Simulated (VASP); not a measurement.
Crystal: Ge.

```
Ge
1.0
     0.00000    2.82891    2.82891
     2.82891    0.00000    2.82891
     2.82891    2.82891    0.00000
Ge
2
Direct
  0.00000 0.00000 0.00000
  0.25000 0.25000 0.25000
```

| Property | Result |
| --- | --- |
| Program | VASP 6.6.1 |
| Task | relaxation of cell and atoms |
| Functional | RPBE |
| Potentials or basis | VASP PAW PBE potentials, release 64 (Ge_d) |
| Cutoff | 600 eV |
| k mesh | 10 × 10 × 10 |
| Occupations | gaussian, width 0.03 eV |
| Spin | no spin polarisation |

At the start: pressure 5.4 GPa; volume 22.64 Å³/atom.

**Question.** How do energy, volume and symmetry change on relaxing?

**Answer.** Over 3 steps the energy falls by 29.9 meV/atom and the volume is 24.55 Å³/atom (+8.5 %); space group Fd-3m (No. 227, to 0.05 Å).

The path:
| step | energy change (eV) | largest force (eV/Å) | pressure (GPa) | volume (Å³) |
| --- | --- | --- | --- | --- |
| 1 | 0.0000 | 0.0000 | 5.35 | 45.28 |
| 2 | -0.0546 | 0.0000 | -1.43 | 50.42 |
| 3 | -0.0599 | 0.0000 | 0.04 | 49.11 |

Final structure:
```cif
data_structure
_symmetry_space_group_name_H-M 'P 1'
_symmetry_Int_Tables_number 1
_cell_length_a 4.1105
_cell_length_b 4.1105
_cell_length_c 4.1105
_cell_angle_alpha 60.000
_cell_angle_beta 60.000
_cell_angle_gamma 60.000
_cell_volume 49.11
loop_
_atom_site_label
_atom_site_type_symbol
_atom_site_fract_x
_atom_site_fract_y
_atom_site_fract_z
_atom_site_occupancy
Ge1 Ge 0.00000 0.00000 0.00000 1
Ge2 Ge 0.25000 0.25000 0.25000 1
```

Caveat: the PAW data sets were made with another functional, which shifts forces and pressure a little.
